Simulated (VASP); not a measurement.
All values below come from PBEsol GGA, VASP's PBE PAW potentials (set 64) (plane waves; VASP 6.6.1).

A VASP calculation is set up with these files.

**KPOINTS**
```
Automatic
0
G
10 10 10
0 0 0
```

INCAR:
```
# general
SYSTEM = MgO
PREC   = Accurate
ENCUT  = 520
LREAL  = F
LASPH  = T

# electronic loop
EDIFF  = 1E-6
NELM   = 100
ALGO   = Normal

# smearing
ISMEAR = 0
SIGMA  = 0.05

# functional
GGA    = PS

# ions
IBRION = 2
NSW    = 60
ISIF   = 3
EDIFFG = -0.01

# output
LWAVE  = F
LCHARG = F
```

### POSCAR
```
MgO
1
    0.0000000000     2.1037833952     2.1037833952
    2.1037833952    -0.0000000000     2.1037833952
    2.1037833952     2.1037833952     0.0000000000
Mg O
1 1
Direct
  0.0000000000   0.0000000000   0.0000000000
  0.5000000000   0.5000000000   0.5000000000
```

POTCAR, in this order: Mg O (PBE.64 set). Program: vasp_std.

The run wrote:

File OSZICAR:
```
       N       E                     dE             d eps       ncg     rms          rms(c)
DAV:   1     0.108179759509E+02    0.10818E+02   -0.49663E+03   896   0.900E+02
DAV:   2    -0.135606427148E+02   -0.24379E+02   -0.23838E+02   904   0.140E+02
DAV:   3    -0.138984368896E+02   -0.33779E+00   -0.33779E+00   976   0.179E+01
DAV:   4    -0.138988323537E+02   -0.39546E-03   -0.39546E-03   968   0.565E-01
DAV:   5    -0.138988328162E+02   -0.46247E-06   -0.46247E-06  1016   0.142E-02    0.667E+00
DAV:   6    -0.125508082084E+02    0.13480E+01   -0.87443E+00   752   0.207E+01    0.223E+00
DAV:   7    -0.125257684550E+02    0.25040E-01   -0.40176E-02   768   0.251E+00    0.128E+00
DAV:   8    -0.125124747915E+02    0.13294E-01   -0.20223E-02   808   0.219E+00    0.145E-01
DAV:   9    -0.125123822370E+02    0.92555E-04   -0.30682E-04  1040   0.159E-01    0.744E-02
DAV:  10    -0.125124216417E+02   -0.39405E-04   -0.58304E-05   792   0.845E-02    0.375E-03
DAV:  11    -0.125124215736E+02    0.68109E-07   -0.16603E-06   840   0.962E-03
   1 F= -.12512422E+02 E0= -.12512422E+02  d E =-.125124E+02
       N       E                     dE             d eps       ncg     rms          rms(c)
DAV:   1    -0.125126582258E+02   -0.23658E-03   -0.46874E-03   768   0.700E-01    0.111E-01
DAV:   2    -0.125124440327E+02    0.21419E-03   -0.15429E-03   752   0.290E-01    0.106E-02
DAV:   3    -0.125124431725E+02    0.86015E-06   -0.12633E-05   864   0.428E-02    0.656E-03
DAV:   4    -0.125124417979E+02    0.13746E-05   -0.10827E-06   408   0.110E-02    0.140E-03
DAV:   5    -0.125124416545E+02    0.14341E-06   -0.12621E-07   424   0.296E-03
   2 F= -.12512442E+02 E0= -.12512442E+02  d E =-.200809E-04
```

**OUTCAR**
```
------------------------ aborting loop because EDIFF is reached ----------------------------------------
  FORCE on cell =-STRESS in cart. coord.  units (eV):
  Direction    XX          YY          ZZ          XY          YZ          ZX
  --------------------------------------------------------------------------------------
  Total       -0.0082954     -0.0082954     -0.0082954      0.0000000      0.0000000     -0.0000000
  in kB       -0.7122744     -0.7122744     -0.7122744      0.0000000      0.0000000     -0.0000000
  external PRESSURE =      -0.7122744 kB  Pullay stress =       0.0000000 kB
  volume of cell :       18.66
      direct lattice vectors                 reciprocal lattice vectors
    -0.000000000  2.105180811  2.105180811    -0.237509290  0.237509290  0.237509290
     2.105180811  0.000000000  2.105180811     0.237509290 -0.237509290  0.237509290
     2.105180811  2.105180811 -0.000000000     0.237509290  0.237509290 -0.237509290
  FREE ENERGIE OF THE ION-ELECTRON SYSTEM (eV)
  ---------------------------------------------------
  free  energy   TOTEN  =       -12.5124416545 eV

  energy  without entropy=      -12.5124416545  energy(sigma->0) =      -12.51244165

 reached required accuracy - stopping structural energy minimisation
```
(Selected blocks of OUTCAR.)

### CONTCAR
```
MgO
   1.00000000000000
    -0.0000000000000000    2.1051808114212149    2.1051808114212149
     2.1051808114212149    0.0000000000000000    2.1051808114212149
     2.1051808114212149    2.1051808114212149   -0.0000000000000000
  Mg              O
     1     1
Direct
     1.0000000000000000    1.0000000000000000    0.0000000000000000
     0.5000000000000000    0.5000000000000000    0.5000000000000000
```

The structure was generated: MgO was put into the rock salt type (Fm-3m), which need not be its known phase. This run relaxes it. Symmetry was kept, so distortions that lower it aren't found. The start is the result of an earlier pass.
